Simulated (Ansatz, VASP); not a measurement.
# MgH2: VASP beside Ansatz, part 2 of 2

One calculation is typed for both programs; each brings its own data sets. How far apart do they land? The cell is generated by rule, not measured, and may not be a known phase. The cell is taken from a series of runs on this material, whose earlier steps may have relaxed, scaled, displaced or heated it; both programs get it as it stands.

VASP 6.6.1 and Ansatz 0.2.0.

So far: The starting structure; VASP: relaxation of cell and atoms, PBEsol; Ansatz: relaxation of cell and atoms, PBEsol; Comparison.

### 5. VASP: zone-centre phonons, PBEsol

Level of this step: PBEsol; plane waves and PAW (Mg, H); invented cell (VASP).

Second derivatives magnify differences that forces hide, and they need a tight electronic threshold.

Contents of INCAR:

```
SYSTEM = MgH2
PREC = Accurate
ENCUT = 600
EDIFF = 1E-08
NELM = 120
ISMEAR = 0
SIGMA = 0.01
LREAL = .FALSE.
ALGO = Normal
GGA = PS
NBANDS = 8
LORBIT = 11
LWAVE = .FALSE.
LCHARG = .FALSE.
ISIF = 2
IBRION = 8
LASPH = .TRUE.
GGA_COMPAT = .FALSE.
EFERMI = MIDGAP
KPAR = 2
```

Contents of POSCAR:

```
MgH2
1.0
    3.0022825744      0.0000000000      0.0000000000
   -1.5011412872      2.6000529788      0.0000000000
    0.0000000000      0.0000000000      4.3922210858
Mg H
1 2
Direct
    0.0000000000      0.0000000000      0.0000000000
    0.3333333333      0.6666666667      0.2136125854
    0.6666666667      0.3333333333      0.7863874146
```

Contents of KPOINTS:

```
Automatic mesh
0
Gamma
9 9 4
0 0 0
```

Potentials, in the order of the species: Mg and H (PBE family, release 64).

On the command line:

```bash
$ mpirun -np 2 vasp_std
```

Numbers of over 12 decimals in the logs are rounded to 6 here.

Output:

```text
[banner, memory and clock lines left out]
running    2 mpi-ranks, on    1 nodes
[...]
[... a notice as in an earlier step ...]

 LDA part: xc-table for (Slater+PW92), standard interpolation
 POSCAR, INCAR and KPOINTS ok, starting setup
[...]
entering main loop
       N       E                     dE             d eps       ncg     rms          rms(c)
DAV:   1    -0.257370235650E+01   -0.25737E+01   -0.16964E+03   712   0.399E+02
DAV:   2    -0.911803528513E+01   -0.65443E+01   -0.65443E+01   880   0.418E+01
DAV:   3    -0.927617159039E+01   -0.15814E+00   -0.15814E+00   944   0.779E+00
DAV:   4    -0.927643566667E+01   -0.26408E-03   -0.26408E-03   952   0.286E-01
[...]
DAV:  11    -0.866454997201E+01   -0.10456E-05   -0.44339E-06   872   0.971E-03    0.395E-03
DAV:  12    -0.866454998020E+01   -0.81869E-08   -0.49800E-07   888   0.340E-03    0.325E-04
DAV:  13    -0.866454998630E+01   -0.60995E-08   -0.21333E-08   904   0.850E-04
   1 F= -.86645500E+01 E0= -.86645500E+01  d E =0.000000E+00
[...]
RMM:   9    -0.178215273219E-01   -0.32408E-07    0.30962E-09  4666   0.120E-05    0.147E-06
RMM:  10    -0.178215448819E-01   -0.17560E-07    0.46065E-10  4659   0.191E-06    0.339E-07
RMM:  11    -0.178215417749E-01    0.31070E-08    0.18773E-10  3368   0.651E-07    0.402E-08
 first order change of Fermi-energy   0.48271E-04
 force on displaced ion       2 direction 1 :  -3.359   0.000  -0.000
 Linear response progress:
  Degree of freedom:   4/  4
       N       E                     dE             d eps       ncg     rms          rms(c)
RMM:   1    -0.172002627904E-01   -0.17200E-01   -0.11644E-02  1216   0.555E-01
RMM:   2    -0.165856948544E-01    0.61457E-03   -0.27171E-04  1096   0.113E-01    0.839E-02
RMM:   3    -0.168771989625E-01   -0.29150E-03   -0.21929E-05  1076   0.265E-02    0.474E-02
RMM:   4    -0.175007531120E-01   -0.62355E-03   -0.42768E-05  1073   0.329E-02    0.371E-03
[...]
RMM:   9    -0.175265042528E-01    0.32009E-07    0.37818E-09  1211   0.697E-06    0.506E-06
RMM:  10    -0.175264898427E-01    0.14410E-07   -0.46971E-11  1187   0.749E-06    0.696E-07
RMM:  11    -0.175264878535E-01    0.19891E-08    0.12496E-10  1056   0.112E-06    0.149E-07
 first order change of Fermi-energy  -0.15796E+00
 force on displaced ion       2 direction 3 :   0.000  -0.000  -3.166
 Linear response finished
```

Parts of OUTCAR (step 5):

```text
  Total       -0.0256891     -0.0256891     -0.0091405      0.0000000      0.0000000      0.0000000
  in kB       -1.2004414     -1.2004414     -0.4271345      0.0000000      0.0000000      0.0000000
  external PRESSURE =      -0.9426724 kB  Pullay stress =       0.0000000 kB

 POSITION                                       TOTAL-FORCE (eV/Angst)
 -----------------------------------------------------------------------------------
      0.00000      0.00000      0.00000         0.000000      0.000000      0.000000
     -0.00000      1.73337      0.93823         0.000000      0.000000     -0.002171
      1.50114      0.86668      3.45399        -0.000000     -0.000000      0.002171
 -----------------------------------------------------------------------------------
    total drift:                               -0.000000      0.000000      0.000000

[... 1 part as in an earlier step ...]

[... 1 further part left out ...]
```

### 6. Ansatz: zone-centre phonons, PBEsol

The same cell, functional and mesh now go to Ansatz, which takes its cutoff from its data sets.

The cell is taken from a series of runs on this material, whose earlier steps may have relaxed, scaled, displaced or heated it; both programs get it as it stands.

Contents of input.yaml:

```yaml
crystal:
  lattice:
    - [3.0022825744, 0.0, 0.0]
    - [-1.5011412872, 2.6000529788, 0.0]
    - [0.0, 0.0, 4.3922210858]
  atoms:
    - { symbol: Mg, position: [0.0, 0.0, 0.0] }
    - { symbol: H, position: [0.3333333333, 0.6666666667, 0.2136125854] }
    - { symbol: H, position: [0.6666666667, 0.3333333333, 0.7863874146] }
kpoints:
  mp_grid: { grid: [9, 9, 4] }
hamiltonian:
  xc: pbesol
scf:
  occupations: { method: fixed }
output:
  eigenvalues: true
phonons:
  method: dfpt
  qmesh: [3, 3, 2]
  temperatures: { t_max: 1000, t_step: 50 }
  qpath:
    path:
      - [[0.0, 0.0, 0.0], [0.5, 0.0, 0.0], [0.33333333, 0.33333333, 0.0], [0.0, 0.0, 0.0], [0.0, 0.0, 0.5], [0.5, 0.0, 0.5], [0.33333333, 0.33333333, 0.5], [0.0, 0.0, 0.5]]
      - [[0.5, 0.0, 0.5], [0.5, 0.0, 0.0]]
      - [[0.33333333, 0.33333333, 0.5], [0.33333333, 0.33333333, 0.0]]
    npoints: 10
  non_analytic_term:
    high_frequency_dielectric_tensor: [[3.9551, 0.0, 0.0], [0.0, 3.9551, 0.0], [0.0, 0.0, 3.1179]]
    born_effective_charges:
      - { species: Mg, tensor: [[1.9482, 0.0, 0.0], [0.0, 1.9482, 0.0], [0.0, 0.0, 1.1509]] }
      - { species: H, tensor: [[-0.9741, 0.0, 0.0], [0.0, -0.9741, 0.0], [0.0, 0.0, -0.5754]] }
      - { species: H, tensor: [[-0.9741, 0.0, 0.0], [0.0, -0.9741, 0.0], [0.0, 0.0, -0.5754]] }
    source: "zone-centre run at this cell"
```

On the command line:

```bash
$ ansatz run input.yaml --threads 4 --pin off --max-ram 7168MiB --backend cpu --events-out ev --progress --plain --runs-dir out
```

Output:

```text
[...]
largest difference from the sums on the solved wave vectors: F 2.21e-2 eV, S 3.70e-5 and C_V 1.39e-5 eV/K
  zero-point energy: 0.406644 eV/cell   skipped modes (ω ≤ 0): 3   left out of the sums: 4.13e-5 of the cell's modes: C_V's classical limit lies that fraction below 3 k_B per atom; for a crystal, a wire or a layer, F and S can be off by more, and a phonons.interpolated_qmesh denser along its periods is the remedy for the sampling
[key lines of the parts left out:]
SCF converged after 8 iterations
Free energy (F): -1943.687197 eV
Fermi energy:    0.972614 eV
```

### 7. Side by side

What differs besides the data sets and the points named for the pairs above, as far as they apply: VASP's run holds the zone centre alone; the data sets hold 12 valence electrons in Ansatz (on its default PAW (the set named soft_2) files) and 4 in VASP. Total energies have different zeros and are not compared.

Both answers:

| quantity | Ansatz | VASP | difference |
| --- | --- | --- | --- |
| optical mode 1 to 2 (cm⁻¹) | 834.2 | 840.2 | -0.71 % |
| optical mode 3 (cm⁻¹) | 840.6 | 846.6 | -0.71 % |
| optical mode 4 (cm⁻¹) | 1023.1 | 1029.4 | -0.62 % |
| optical mode 5 to 6 (cm⁻¹) | 1077.9 | 1083.8 | -0.54 % |

Modes are paired by rising frequency, not by their patterns, so a pair may set unlike modes beside each other; they are those without the splitting of longitudinal modes.

### 8. Results

```
difference in volume (relaxation of cell and atoms, PBEsol)                                                          : 0.10 %
r.m.s. difference of the optical zone-centre modes, each program's sorted by frequency (zone-centre phonons, PBEsol) : 6.0 cm⁻¹
difference in optical mode 1 to 2 (zone-centre phonons, PBEsol)                                                      : -0.7 %
```

What this shows: The difference in volume is 0.10 % (relaxation of cell and atoms, PBEsol), within the 1.2 % picked in this series as the mark of a large difference, as far as the stopping tolerances let one tell. The data sets hold unlike numbers of valence electrons (12 in Ansatz and 4 in VASP), so part of the differences comes from the potentials. Among the rows given in per cent, the largest difference of the zone-centre phonons, PBEsol pair is in optical mode 1 to 2, -0.7 %. 3 further runs of this series are not shown here. Such differences can come from data sets, numerical settings and the points named under the comparisons, not from the functional's error against experiment.

[Lines on the potential files, build, host, timing and source positions are cut from VASP's logs without a mark.]

[Logs are printed without paths, hosts, clocks, repeated set-up lines and the standing remarks that a program may print on its own settings, such as how far it seeks lower states.]

[Hosts, paths, dates, database ids (printed as entryN), source tags and the programs' standing remarks are cut or masked in the printed files.]
